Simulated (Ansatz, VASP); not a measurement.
# HfB2 in two plane-wave programs, part 2 of 2

Wanted: the spread between two codes on one cell, functional and k mesh. The cell is taken from a series of runs on this material, whose earlier steps may have relaxed, scaled, displaced or heated it; both programs get it as it stands.

VASP 6.6.1 and Ansatz 0.2.0.

So far: Set-up; Ansatz: zone-centre phonons, PBEsol.

## (3) VASP: zone-centre phonons, PBEsol

Level of this step: PBEsol; plane waves and PAW (B, Hf_pv) (VASP).

The same cell, functional, mesh and smearing now go to VASP, with its own data sets.

Lines of VASP's logs that name or quote its potential files are left out, and so is its time.

INCAR reads:

```
SYSTEM = HfB2
PREC = Accurate
ENCUT = 500
EDIFF = 1E-08
NELM = 120
ISMEAR = 1
SIGMA = 0.2
LREAL = .FALSE.
ALGO = Normal
GGA = PS
NBANDS = 14
LASPH = .TRUE.
LORBIT = 11
LWAVE = .FALSE.
LCHARG = .FALSE.
ISIF = 2
IBRION = 8
GGA_COMPAT = .FALSE.
KPAR = 2
```

POSCAR reads:

```
HfB2
1.0
    3.1175849808      0.0000000000      0.0000000000
   -1.5587924904      2.6999077918      0.0000000000
    0.0000000000      0.0000000000      3.4337143607
B Hf
2 1
Direct
    0.3333333333      0.6666666667      0.5000000000
    0.6666666667      0.3333333333      0.5000000000
    0.0000000000      0.0000000000      0.0000000000
```

KPOINTS reads:

```
Automatic mesh
0
Gamma
15 15 12
0 0 0
```

Potentials, in the order of the species: B and Hf_pv (PBE family, release 64).

Launch:

```bash
> mpirun -np 2 vasp_std
```

Numbers of over 12 decimals in the logs are rounded to 6 here.

Output:

```text
[banner, memory and clock lines left out]
running    2 mpi-ranks, on    1 nodes
 distrk:  each k-point on    1 cores,    2 groups
 distr:  one band on    1 cores,    1 groups

 POSCAR found type information on POSCAR B Hf
 POSCAR found :  2 types and       3 ions
|                                                                             |
|               ----> ADVICE to this user running VASP <----                  |
|                                                                             |
|     You enforced a specific xc type in the INCAR file but a different       |
|     [... a line on the potential file left out ...]
|     I HOPE YOU KNOW WHAT YOU ARE DOING!                                     |
|                                                                             |

 LDA part: xc-table for (Slater+PW92), standard interpolation
 POSCAR, INCAR and KPOINTS ok, starting setup
 FFT: planning ... GRIDC
 FFT: planning ... GRID_SOFT
 FFT: planning ... GRID
 WAVECAR not read
 entering main loop
       N       E                     dE             d eps       ncg     rms          rms(c)
DAV:   1     0.269419048579E+02    0.26942E+02   -0.80353E+03  5292   0.106E+03
DAV:   2    -0.285335851949E+02   -0.55475E+02   -0.52011E+02  6822   0.225E+02
DAV:   3    -0.300775503655E+02   -0.15440E+01   -0.15350E+01  7104   0.282E+01
DAV:   4    -0.300848144807E+02   -0.72641E-02   -0.72631E-02  6120   0.232E+00
DAV:   5    -0.300848614798E+02   -0.46999E-04   -0.46996E-04  7026   0.162E-01    0.562E+01
DAV:   6    -0.279834752310E+02    0.21014E+01   -0.32042E+00  6378   0.124E+01    0.405E+01
DAV:   7    -0.279409681312E+02    0.42507E-01   -0.11658E+00  6714   0.772E+00    0.107E+01
DAV:   8    -0.278672714435E+02    0.73697E-01   -0.33331E-01  6342   0.426E+00    0.162E+00
DAV:   9    -0.278628220038E+02    0.44494E-02   -0.25806E-02  6204   0.128E+00    0.409E-01
DAV:  10    -0.278625872673E+02    0.23474E-03   -0.97956E-04  6564   0.266E-01    0.259E-01
DAV:  11    -0.278625941263E+02   -0.68590E-05   -0.63894E-05  6504   0.616E-02    0.860E-02
DAV:  12    -0.278625919539E+02    0.21724E-05   -0.39977E-06  6156   0.156E-02    0.184E-02
DAV:  13    -0.278625920775E+02   -0.12365E-06   -0.23415E-07  6768   0.393E-03    0.314E-03
DAV:  14    -0.278625920916E+02   -0.14054E-07   -0.32786E-08  6240   0.147E-03    0.252E-03
DAV:  15    -0.278625921129E+02   -0.21348E-07   -0.28313E-09  2946   0.469E-04    0.778E-04
DAV:  16    -0.278625921109E+02    0.19827E-08   -0.24296E-10  2748   0.144E-04
   1 F= -.27862592E+02 E0= -.27862707E+02  d E =0.345556E-03
 Linear response reoptimize wavefunctions to high precision
DAV:   1    -0.278625921086E+02    0.23074E-08   -0.13300E-10  2976   0.101E-04
DAV:   2    -0.278625921086E+02   -0.11823E-10   -0.16267E-11  2736   0.375E-05
 Linear response DOF=           4
 Linear response progress:
  Degree of freedom:   1/  4
       N       E                     dE             d eps       ncg     rms          rms(c)
RMM:   1    -0.447802909440E-01   -0.44780E-01    0.25117E-02 53219   0.115E+00
RMM:   2    -0.435406245517E-01    0.12397E-02   -0.12092E-03 37991   0.202E-01    0.281E-01
RMM:   3    -0.434140789074E-01    0.12655E-03   -0.53721E-04 33975   0.116E-01    0.150E-01
RMM:   4    -0.439117512294E-01   -0.49767E-03   -0.51670E-04 34249   0.108E-01    0.198E-02
RMM:   5    -0.438753474191E-01    0.36404E-04   -0.14469E-05 37643   0.227E-02    0.635E-03
RMM:   6    -0.438726423436E-01    0.27051E-05   -0.28649E-07 39849   0.438E-03    0.189E-03
RMM:   7    -0.438685537748E-01    0.40886E-05   -0.14400E-08 39865   0.164E-03    0.938E-04
RMM:   8    -0.438695092243E-01   -0.95545E-06   -0.25633E-08 41716   0.358E-04    0.373E-04
RMM:   9    -0.438696709819E-01   -0.16176E-06   -0.72333E-09 41957   0.904E-05    0.158E-04
RMM:  10    -0.438697380830E-01   -0.67101E-07   -0.23650E-09 39544   0.451E-05    0.203E-05
RMM:  11    -0.438697726492E-01   -0.34566E-07    0.78402E-10 41612   0.124E-05    0.115E-05
RMM:  12    -0.438697730015E-01   -0.35229E-09   -0.34367E-10 38156   0.412E-06    0.170E-05
 first order change of Fermi-energy   0.11707E-04
 force on displaced ion       1 direction 1 : -17.620  -0.001   0.000
 Linear response progress:
  Degree of freedom:   2/  4
       N       E                     dE             d eps       ncg     rms          rms(c)
RMM:   1    -0.453050486916E-01   -0.45305E-01    0.44589E-02 18327   0.129E+00
RMM:   2    -0.452751214144E-01    0.29927E-04   -0.10785E-03 13579   0.197E-01    0.452E-01
RMM:   3    -0.451457406218E-01    0.12938E-03   -0.73089E-04 12248   0.137E-01    0.217E-01
RMM:   4    -0.455687054910E-01   -0.42296E-03   -0.38788E-04 13346   0.923E-02    0.305E-02
RMM:   5    -0.455986685082E-01   -0.29963E-04   -0.21237E-05 13631   0.280E-02    0.881E-03
RMM:   6    -0.455962169969E-01    0.24515E-05   -0.13081E-06 13777   0.632E-03    0.269E-03
RMM:   7    -0.455840665341E-01    0.12150E-04   -0.23183E-07 12987   0.231E-03    0.451E-04
RMM:   8    -0.455838024122E-01    0.26412E-06   -0.13946E-08 14653   0.502E-04    0.128E-04
RMM:   9    -0.455837948304E-01    0.75818E-08    0.23626E-09 14824   0.956E-05    0.104E-04
 first order change of Fermi-energy  -0.45248E-04
 force on displaced ion       1 direction 3 :   0.000  -0.000 -10.602
 Linear response progress:
  Degree of freedom:   3/  4
       N       E                     dE             d eps       ncg     rms          rms(c)
RMM:   1    -0.205245842392E+00   -0.20525E+00    0.46544E+00 13867   0.125E+01
RMM:   2    -0.203491714483E+00    0.17541E-02   -0.32646E-02 19250   0.124E+00    0.514E-01
RMM:   3    -0.202829392304E+00    0.66232E-03   -0.10726E-03 25305   0.166E-01    0.234E-01
RMM:   4    -0.202356050510E+00    0.47334E-03   -0.75002E-05 26450   0.536E-02    0.144E-01
RMM:   5    -0.201899035769E+00    0.45701E-03   -0.27910E-05 26526   0.376E-02    0.120E-02
RMM:   6    -0.201891160303E+00    0.78755E-05   -0.22221E-06 25910   0.104E-02    0.399E-03
RMM:   7    -0.201904832415E+00   -0.13672E-04    0.40936E-07 28085   0.243E-03    0.400E-03
RMM:   8    -0.201904697281E+00    0.13513E-06   -0.14340E-07 26903   0.570E-04    0.514E-04
RMM:   9    -0.201904328755E+00    0.36853E-06   -0.24739E-07 28041   0.232E-04    0.411E-04
RMM:  10    -0.201904661258E+00   -0.33250E-06   -0.31300E-07 27488   0.760E-05    0.647E-06
RMM:  11    -0.201904658561E+00    0.26976E-08   -0.12896E-07 28714   0.275E-05    0.280E-05
RMM:  12    -0.201904663635E+00   -0.50745E-08   -0.59285E-08 25998   0.110E-05    0.110E-05
 first order change of Fermi-energy   0.65144E-04
 force on displaced ion       3 direction 1 : -14.889   0.000   0.000
 Linear response progress:
  Degree of freedom:   4/  4
       N       E                     dE             d eps       ncg     rms          rms(c)
RMM:   1    -0.227890373086E+00   -0.22789E+00    0.45245E+00  6037   0.127E+01
RMM:   2    -0.225876536083E+00    0.20138E-02   -0.38426E-02  8141   0.132E+00    0.850E-01
RMM:   3    -0.225407790091E+00    0.46875E-03   -0.21370E-03 10623   0.208E-01    0.429E-01
RMM:   4    -0.224998364416E+00    0.40943E-03   -0.21322E-04 10142   0.762E-02    0.166E-01
RMM:   5    -0.224765793901E+00    0.23257E-03   -0.24683E-05 10698   0.317E-02    0.246E-02
RMM:   6    -0.224706206487E+00    0.59587E-04   -0.30721E-06 10667   0.991E-03    0.424E-03
RMM:   7    -0.224719295190E+00   -0.13089E-04    0.14104E-05 11412   0.333E-03    0.475E-03
RMM:   8    -0.224714061319E+00    0.52339E-05    0.20729E-05 11573   0.969E-04    0.144E-03
RMM:   9    -0.224712620778E+00    0.14405E-05    0.11452E-05 11670   0.345E-04    0.173E-04
RMM:  10    -0.224712539735E+00    0.81043E-07    0.55048E-06 12414   0.123E-04    0.538E-05
RMM:  11    -0.224712480985E+00    0.58750E-07    0.26797E-06 12126   0.524E-05    0.503E-05
RMM:  12    -0.224712458989E+00    0.21995E-07    0.13648E-06 11490   0.261E-05    0.445E-06
RMM:  13    -0.224712467917E+00   -0.89279E-08    0.66204E-07 10767   0.140E-05    0.806E-06
RMM:  14    -0.224712452632E+00    0.15286E-07    0.36184E-07  9568   0.757E-06    0.263E-06
RMM:  15    -0.224712451082E+00    0.15495E-08    0.17463E-07  7112   0.410E-06    0.974E-07
RMM:  16    -0.224712446935E+00    0.41474E-08    0.91242E-08  7284   0.275E-06    0.778E-07
 first order change of Fermi-energy  -0.12253E-04
 force on displaced ion       3 direction 3 :  -0.000   0.000 -16.850
 Linear response finished
```

From OUTCAR (step 3):

```text
ion  position               nearest neighbor table
   1  0.333  0.667  0.500-   2 1.80   2 1.80   2 1.80   3 2.49   3 2.49   3 2.49   3 2.49   3 2.49
                             3 2.49
   2  0.667  0.333  0.500-   1 1.80   1 1.80   1 1.80   3 2.49   3 2.49   3 2.49   3 2.49   3 2.49
                             3 2.49
   3  0.000  0.000  0.000-   1 2.49   2 2.49   1 2.49   2 2.49   1 2.49   1 2.49   2 2.49   2 2.49
                             2 2.49   2 2.49   1 2.49   1 2.49

  LATTYP: Found a hexagonal cell.
 ALAT       =     3.1175849808
 C/A-ratio  =     1.1014020089

 Subroutine GETGRP returns: Found 24 space group operations
 (whereof 24 operations were pure point group operations)

The static configuration has the point symmetry D_6h.

 Found    189 irreducible k-points:

   k-points           NKPTS =    189   k-points in BZ     NKDIM =    189   number of bands    NBANDS=     14

   dimension x,y,z NGX =    24 NGY =   24 NGZ =   28
   dimension x,y,z NGXF=    48 NGYF=   48 NGZF=   56

   ENCUT  =  500.0 eV  36.75 Ry    6.06 a.u.   5.68  5.68  6.26*2*pi/ulx,y,z

   NELECT =      16.0000    total number of electrons

 k-points in reciprocal lattice and weights: Automatic mesh
   0.00000000  0.00000000  0.00000000       0.000
   0.06666667  0.00000000  0.00000000       0.002
   0.13333333  0.00000000  0.00000000       0.002
   0.20000000  0.00000000  0.00000000       0.002
   0.26666667  0.00000000  0.00000000       0.002
   0.33333333  0.00000000  0.00000000       0.002
   0.40000000  0.00000000  0.00000000       0.002
   0.46666667 -0.00000000  0.00000000       0.002
   0.06666667  0.06666667  0.00000000       0.002
[...]
0.33333333  0.26666667  0.50000000       0.004
   0.33333333  0.33333333  0.50000000       0.001

 average (electrostatic) potential at core
       1 -24.9306       2 -24.9306       3 -33.7775

  Total        0.4591994      0.4591994      0.5272277      0.0000000      0.0000000     -0.0000000
  in kB       25.4554318     25.4554318     29.2265409      0.0000000      0.0000000     -0.0000000
  external PRESSURE =      26.7124682 kB  Pullay stress =       0.0000000 kB

  energy-cutoff  :      500.00
  volume of cell :       28.90
      direct lattice vectors                 reciprocal lattice vectors
     3.117584981  0.000000000  0.000000000     0.320761104  0.185191510  0.000000000
    -1.558792490  2.699907792  0.000000000     0.000000000  0.370383019  0.000000000
     0.000000000  0.000000000  3.433714361     0.000000000  0.000000000  0.291229816

 POSITION                                       TOTAL-FORCE (eV/Angst)
 -----------------------------------------------------------------------------------
     -0.00000      1.79994      1.71686        -0.000000     -0.000000      0.000000
      1.55879      0.89997      1.71686         0.000000      0.000000     -0.000000
      0.00000      0.00000      0.00000         0.000000      0.000000     -0.000000
 -----------------------------------------------------------------------------------
    total drift:                               -0.000000      0.000000      0.000000

 Eigenvectors and eigenvalues of the dynamical matrix
 ----------------------------------------------------

   1 f  =   25.065214 THz   157.489382 2PiTHz  836.085531 cm-1   103.661348 meV
             X         Y         Z           dx          dy          dz
     -0.000000  1.799939  1.716857    -0.707107   -0.000001   -0.000000
      1.558792  0.899969  1.716857     0.707107    0.000001    0.000000
      0.000000  0.000000  0.000000     0.000000   -0.000000    0.000000

   2 f  =   25.065214 THz   157.489382 2PiTHz  836.085531 cm-1   103.661348 meV
             X         Y         Z           dx          dy          dz
     -0.000000  1.799939  1.716857    -0.000001    0.707107   -0.000000
      1.558792  0.899969  1.716857     0.000001   -0.707107    0.000000
      0.000000  0.000000  0.000000    -0.000000   -0.000000    0.000000

   3 f  =   17.002243 THz   106.828241 2PiTHz  567.133768 cm-1    70.315594 meV
             X         Y         Z           dx          dy          dz
     -0.000000  1.799939  1.716857     0.000000    0.000000    0.707107
      1.558792  0.899969  1.716857    -0.000000    0.000000   -0.707107
      0.000000  0.000000  0.000000    -0.000000   -0.000000    0.000000

   4 f  =   14.607131 THz    91.779310 2PiTHz  487.241438 cm-1    60.410212 meV
             X         Y         Z           dx          dy          dz
     -0.000000  1.799939  1.716857    -0.000000    0.000000    0.667782
      1.558792  0.899969  1.716857    -0.000000    0.000000    0.667782
      0.000000  0.000000  0.000000    -0.000000   -0.000000   -0.328839

   5 f  =   13.739295 THz    86.326535 2PiTHz  458.293545 cm-1    56.821132 meV
             X         Y         Z           dx          dy          dz
     -0.000000  1.799939  1.716857    -0.667833    0.000000    0.000000
      1.558792  0.899969  1.716857    -0.667833    0.000000   -0.000000
      0.000000  0.000000  0.000000     0.328630    0.000000    0.000000

   6 f  =   13.739295 THz    86.326535 2PiTHz  458.293545 cm-1    56.821132 meV
             X         Y         Z           dx          dy          dz
     -0.000000  1.799939  1.716857     0.000000    0.667833   -0.000000
      1.558792  0.899969  1.716857     0.000000    0.667833   -0.000000
      0.000000  0.000000  0.000000     0.000000   -0.328630    0.000000

   7 f/i=    0.001148 THz     0.007215 2PiTHz    0.038302 cm-1     0.004749 meV
             X         Y         Z           dx          dy          dz
     -0.000000  1.799939  1.716857    -0.200724   -0.117084    0.000000
      1.558792  0.899969  1.716857    -0.200724   -0.117084    0.000000
      0.000000  0.000000  0.000000    -0.815812   -0.475871    0.000000

   8 f/i=    0.001148 THz     0.007215 2PiTHz    0.038302 cm-1     0.004749 meV
             X         Y         Z           dx          dy          dz
     -0.000000  1.799939  1.716857     0.117084   -0.200724    0.000000
      1.558792  0.899969  1.716857     0.117084   -0.200724    0.000000
      0.000000  0.000000  0.000000     0.475871   -0.815812    0.000000

   9 f/i=    0.002013 THz     0.012647 2PiTHz    0.067142 cm-1     0.008325 meV
             X         Y         Z           dx          dy          dz
     -0.000000  1.799939  1.716857    -0.000000    0.000000    0.232524
      1.558792  0.899969  1.716857    -0.000000    0.000000    0.232524
      0.000000  0.000000  0.000000    -0.000000    0.000000    0.944386

 ELASTIC MODULI CONTR FROM IONIC RELAXATION (kBar)
 Direction    XX          YY          ZZ          XY          YZ          ZX
 --------------------------------------------------------------------------------
 XX          -1.1402      1.1402     -0.0000     -0.0000      0.0000      0.0000
 YY           1.1402     -1.1402      0.0000      0.0000     -0.0000      0.0000
 ZZ          -0.0000      0.0000     -0.0000     -0.0000      0.0000      0.0000
 XY          -0.0000      0.0000     -0.0000     -1.1402     -0.0000      0.0000
 YZ           0.0000     -0.0000      0.0000     -0.0000     -0.0000      0.0000
 ZX           0.0000      0.0000      0.0000      0.0000      0.0000      0.0000
 --------------------------------------------------------------------------------
```

Harder data sets than Hf_pv exist (the GW ones), and pressures, volumes and forces can shift noticeably with them.

## (4) Differences

Known differences besides the potentials themselves: the data sets hold 32 valence electrons in Ansatz (on its PAW soft_1 files) and 16 in VASP; the cutoff is 420 eV in Ansatz and 500 eV in VASP; Ansatz makes its cores anew for this functional, VASP keeps those of its PBE data sets. Total energies have different zeros and are not compared.

Both answers:

| quantity | Ansatz | VASP | difference |
| --- | --- | --- | --- |
| optical mode 1 to 2 (cm⁻¹) | 456.8 | 458.3 | -0.33 % |
| optical mode 3 (cm⁻¹) | 486.0 | 487.2 | -0.26 % |
| optical mode 4 (cm⁻¹) | 566.0 | 567.1 | -0.19 % |
| optical mode 5 to 6 (cm⁻¹) | 831.6 | 836.1 | -0.54 % |

Modes are paired by rising frequency, not by their patterns, so a pair may set unlike modes beside each other; they are those without the splitting of longitudinal modes.

## (5) Outcome

| Quantity | Value |
| --- | --- |
| r.m.s. difference of the optical zone-centre modes, each program's sorted by frequency (zone-centre phonons, PBEsol) | 2.8 cm⁻¹ |
| difference in optical mode 5 to 6 (zone-centre phonons, PBEsol) | -0.5 % |

**Reading.** The r.m.s. difference of the optical zone-centre modes, each program's sorted by frequency is 2.8 cm⁻¹ (zone-centre phonons, PBEsol). The data sets hold unlike numbers of valence electrons (32 in Ansatz and 16 in VASP), so part of the differences comes from the potentials. Among the rows given in per cent, the largest difference of the zone-centre phonons, PBEsol pair is in optical mode 5 to 6, -0.5 %. Such differences can come from data sets, numerical settings and the points named under the comparisons, not from the functional's error against experiment.

[Lines on the potential files, build, host, timing and source positions are cut from VASP's logs without a mark.]

[Logs are printed without paths, hosts, clocks, repeated set-up lines and the standing remarks that a program may print on its own settings, such as how far it seeks lower states.]

[Hosts, paths, dates, database ids (printed as entryN), source tags and the programs' standing remarks are cut or masked in the printed files.]
